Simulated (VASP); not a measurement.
Crystal: KCa2Br.

```
CELL_PARAMETERS angstrom
5.88945 0.00000 0.00000
0.00000 5.88945 0.00000
0.00000 0.00000 3.49167
ATOMIC_POSITIONS crystal
K 0.50000 0.50000 0.50000
Ca 0.50000 0.00000 0.50000
Ca 0.00000 0.50000 0.50000
Br 0.00000 0.00000 0.00000
```

The cell was built by a generator and needn't be a form met in nature.

- Program: VASP 6.6.1
- Task: relaxation of cell and atoms
- Functional: PBE
- Potentials or basis: VASP PAW PBE potentials, release 64 (K_sv, Ca_sv, Br)
- Cutoff: 600 eV
- k mesh: 5 × 5 × 8
- Occupations: gaussian, width 0.05 eV
- Spin: no spin polarisation

At the start: pressure 5.8 GPa; volume 30.28 Å³/atom.

Task: Where does the relaxation end?

Result: Over 7 steps the energy falls by 299.3 meV/atom and the volume is 47.14 Å³/atom (+55.7 %); space group P4/mmm (No. 123, to 0.05 Å).

The path:
```tsv
step	energy change (eV)	largest force (eV/Å)	pressure (GPa)	volume (Å³)
1	0.0000	0.0000	5.84	121.11
2	-0.7161	0.0000	3.19	141.33
3	-1.1538	0.0000	0.77	174.32
4	-1.1616	0.0000	0.46	179.75
5	-1.1936	0.0000	0.12	185.75
6	-1.1959	0.0000	-0.11	190.30
7	-1.1972	0.0000	-0.03	188.57
```

Final structure:
```xyz
4
Lattice="7.0944 0.0000 0.0000 0.0000 7.0944 0.0000 0.0000 0.0000 3.7466" Properties=species:S:1:pos:R:3 pbc="T T T"
K     3.5472    3.5472    1.8733
Ca    3.5472    0.0000    1.8733
Ca    0.0000    3.5472    1.8733
Br    0.0000    0.0000    0.0000
```

Caveat: the volume moved by over 15 % at a fixed basis, so the end points are rough.
